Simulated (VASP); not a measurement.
VASP ran on this input.

**POSCAR**
```
HfAu
1.0
  3.4838600000   0.0000000000   0.0000000000
  0.0000000000   3.4838600000   0.0000000000
  0.0000000000   0.0000000000   6.3205200000
Hf Au
2 2
direct
  0.0000000000   0.5000000000   0.8515800000
  0.5000000000   0.0000000000   0.1484200000
  0.0000000000   0.5000000000   0.3714300000
  0.5000000000   0.0000000000   0.6285700000
```

KPOINTS:
```
Regular mesh
0
G
 8 8 4
```

### INCAR
```
! general
SYSTEM   =  HfAu
PREC     =  Accurate
ENCUT    =  300   ! plane-wave cut-off (eV)
LREAL    =  F   ! projection in real space or not
LASPH    =  T   ! aspherical one-centre terms

! electronic loop
EDIFF    =  1E-6   ! SCF stop (eV)
NELM     =  100   ! most electronic steps
ALGO     =  Normal
LMAXMIX  =  6   ! l cut-off of mixed one-centre charges

! smearing
ISMEAR   =  0   ! Gaussian
SIGMA    =  0.1   ! width (eV)

! functional
GGA      =  PS   ! PBEsol

! ions
ISIF     =  2

! output
LWAVE    =  F
LCHARG   =  F
```

POTCAR, in this order: Hf_pv Au (PBE.64 set). Program: vasp_std.

Question: Write an equivalent input for Ansatz.

Answer: One equivalent input (not run):
Ansatz 0.2 input:
```yaml
crystal:
  lattice:
    - [3.4838600, 0.0000000, 0.0000000]
    - [0.0000000, 3.4838600, 0.0000000]
    - [0.0000000, 0.0000000, 6.3205200]
  atoms:
    - { symbol: Hf, position: [0.0000000, 0.5000000, 0.8515800] }
    - { symbol: Hf, position: [0.5000000, 0.0000000, 0.1484200] }
    - { symbol: Au, position: [0.0000000, 0.5000000, 0.3714300] }
    - { symbol: Au, position: [0.5000000, 0.0000000, 0.6285700] }
kpoints:
  mp_grid: { grid: [8, 8, 4] }
hamiltonian:
  xc: pbesol
  pseudopotentials: { kind: paw }
scf:
  occupations: { method: gaussian, width: 0.1 }
  max_iter: 100
output: { forces: true, stress: true, eigenvalues: true }
```
The two are equivalent in intent, not identical: each code has its own PAW files, so the cut-off isn't converted (ENCUT is set for VASP's; basis.ecutwfc is left out, and Ansatz then takes the one that its files recommend); Ansatz stops its SCF on the density residual and VASP on the energy change (EDIFF).

The structure comes from a computed database's HfAu entry (P4/nmm); how it stands against other phases isn't given here. The cell was not relaxed at this level.
